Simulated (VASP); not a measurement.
An input for Quantum ESPRESSO's pw.x (written as the equivalent of a VASP run, and not itself run):

```
&CONTROL
  calculation = 'vc-relax'
  pseudo_dir = './pseudo'
  outdir = './out'
  tprnfor = .true.
  tstress = .true.
  nstep = 60
  forc_conv_thr = 0.00039
/
&SYSTEM
  ibrav = 0
  nat = 2
  ntyp = 2
  ecutwfc = 102
  occupations = 'smearing'
  smearing = 'gaussian'
  degauss = 0.003675
  input_dft = 'pbe'
/
&ELECTRONS
  conv_thr = 7.3e-08
  electron_maxstep = 100
/
&IONS
/
&CELL
/
ATOMIC_SPECIES
  Cd 112.414 Cd.upf
  S 32.060 S.upf
CELL_PARAMETERS angstrom
     0.0000000    2.9683661    2.9683661
     2.9683661    0.0000000    2.9683661
     2.9683661    2.9683661    0.0000000
ATOMIC_POSITIONS crystal
  Cd   0.0000000  0.0000000  0.0000000
  S    0.2500000  0.2500000  0.2500000
K_POINTS automatic
  7 7 7 0 0 0
```

### Question
Translate this input to VASP (INCAR, KPOINTS, POSCAR, choice of POTCAR).

### Answer
One answer among several that fit: 
### INCAR
```
! general
SYSTEM  = CdS
PREC    = Accurate
ENCUT   = 520
LREAL   = .FALSE.
LASPH   = .TRUE.

! electronic loop
EDIFF   = 1E-6
NELM    = 100
ALGO    = Normal
LMAXMIX = 4

! smearing
ISMEAR  = 0
SIGMA   = 0.05

! functional
GGA     = PE

! ions
IBRION  = 2
NSW     = 60
ISIF    = 3
EDIFFG  = -0.01

! output
LWAVE   = .FALSE.
LCHARG  = .FALSE.
```

### KPOINTS
```
Automatic
0
Gamma
7 7 7
```

### POSCAR
```
CdS
1.0
  0.0000000000   2.9683661229   2.9683661229
  2.9683661229   0.0000000000   2.9683661229
  2.9683661229   2.9683661229   0.0000000000
Cd S
1 1
Cartesian
  0.0000000000   0.0000000000   0.0000000000
  1.4841830615   1.4841830615   1.4841830615
```

POTCAR, in this order: Cd S (PBE.64 set). Program: vasp_std.

What does not carry over: the potentials are each code's own (VASP's PAW set, PseudoDojo norm-conserving files in pw.x), so ENCUT and ecutwfc are chosen apart and not converted; conv_thr bounds pw.x's estimated SCF error, while EDIFF bounds the energy change between steps; forc_conv_thr acts on force components and is met together with etot_conv_thr.

The compound is CdS in the zinc blende structure, a metastable form; wurtzite is the usual one. It was relaxed first, which changed the volume by +6 %. The start is the result of an earlier pass.
